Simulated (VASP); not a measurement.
OSZICAR of a VASP run on Zr (hcp):

OSZICAR:
```
       N       E                     dE             d eps       ncg     rms          rms(c)
DAV:   1     0.203958700436E+03    0.20396E+03   -0.13247E+04  3040   0.142E+03
DAV:   2    -0.473300785035E+01   -0.20869E+03   -0.20689E+03  3792   0.402E+02
DAV:   3    -0.186098923300E+02   -0.13877E+02   -0.13694E+02  5752   0.763E+01
DAV:   4    -0.188397944791E+02   -0.22990E+00   -0.22987E+00  3312   0.111E+01
DAV:   5    -0.188454601031E+02   -0.56656E-02   -0.56656E-02  4680   0.119E+00    0.176E+01
DAV:   6    -0.182385392645E+02    0.60692E+00   -0.92261E-01  3120   0.861E+00    0.726E+00
DAV:   7    -0.181209854471E+02    0.11755E+00   -0.64291E-01  4456   0.617E+00    0.115E+00
DAV:   8    -0.181261343451E+02   -0.51489E-02   -0.40730E-02  3976   0.180E+00    0.301E-01
DAV:   9    -0.181264303392E+02   -0.29599E-03   -0.15063E-03  3784   0.423E-01    0.358E-02
DAV:  10    -0.181263957779E+02    0.34561E-04   -0.40084E-05  4680   0.444E-02    0.255E-02
DAV:  11    -0.181263967773E+02   -0.99938E-06   -0.10545E-05  3248   0.435E-02    0.358E-03
DAV:  12    -0.181263966390E+02    0.13822E-06   -0.34401E-07  3280   0.440E-03    0.237E-03
DAV:  13    -0.181263964190E+02    0.21999E-06   -0.44076E-08  2056   0.225E-03    0.871E-04
DAV:  14    -0.181263963735E+02    0.45562E-07   -0.15204E-08  1984   0.153E-03
   1 F= -.16788479E+02 E0= -.16788496E+02  d E =-.167885E+02
       N       E                     dE             d eps       ncg     rms          rms(c)
DAV:   1    -0.181285666996E+02   -0.21703E-02   -0.12233E-02  3552   0.118E+00    0.200E-01
DAV:   2    -0.181282635593E+02    0.30314E-03   -0.10985E-03  3704   0.319E-01    0.632E-02
DAV:   3    -0.181281959230E+02    0.67636E-04   -0.41055E-04  4456   0.157E-01    0.365E-02
DAV:   4    -0.181282044632E+02   -0.85403E-05   -0.37070E-05  3800   0.295E-02    0.153E-02
DAV:   5    -0.181282097583E+02   -0.52951E-05   -0.26443E-05  4608   0.303E-02    0.642E-03
DAV:   6    -0.181282092659E+02    0.49242E-06   -0.10820E-06  3088   0.880E-03    0.181E-03
DAV:   7    -0.181282091076E+02    0.15835E-06   -0.63597E-08  1768   0.311E-03    0.464E-04
DAV:   8    -0.181282090191E+02    0.88481E-07   -0.18425E-08  1736   0.154E-03
   2 F= -.16788478E+02 E0= -.16788492E+02  d E =0.138090E-05
       N       E                     dE             d eps       ncg     rms          rms(c)
DAV:   1    -0.181273570769E+02    0.85203E-03   -0.34153E-03  3544   0.623E-01    0.106E-01
DAV:   2    -0.181272696773E+02    0.87400E-04   -0.30658E-04  3696   0.168E-01    0.333E-02
DAV:   3    -0.181272494086E+02    0.20269E-04   -0.11386E-04  4432   0.825E-02    0.193E-02
DAV:   4    -0.181272535820E+02   -0.41734E-05   -0.10461E-05  3760   0.155E-02    0.809E-03
DAV:   5    -0.181272573795E+02   -0.37974E-05   -0.74359E-06  4600   0.160E-02    0.341E-03
DAV:   6    -0.181272576670E+02   -0.28752E-06   -0.30257E-07  2448   0.469E-03    0.968E-04
DAV:   7    -0.181272577643E+02   -0.97304E-07   -0.23801E-08  1616   0.193E-03
   3 F= -.16788485E+02 E0= -.16788501E+02  d E =-.613954E-05
```

Problem. Which electronic solver shows in the log?

Solution. It is blocked Davidson (ALGO = Normal, or the opening steps of other solvers). The INCAR had ALGO = Normal.

Problem. Can the final energy be trusted as converged?

Solution. The run converged. It stopped with EDIFF = 1E-7, NELM = 100, NSW = 40 and EDIFFG = -0.01 after 3 ionic steps (PBEsol GGA, plane waves, VASP's PBE PAW potentials (set 64)).

The compound is Zr in the hcp structure. This run relaxes it under an external pressure of 5 GPa. Symmetry was kept, so distortions that lower it aren't found.
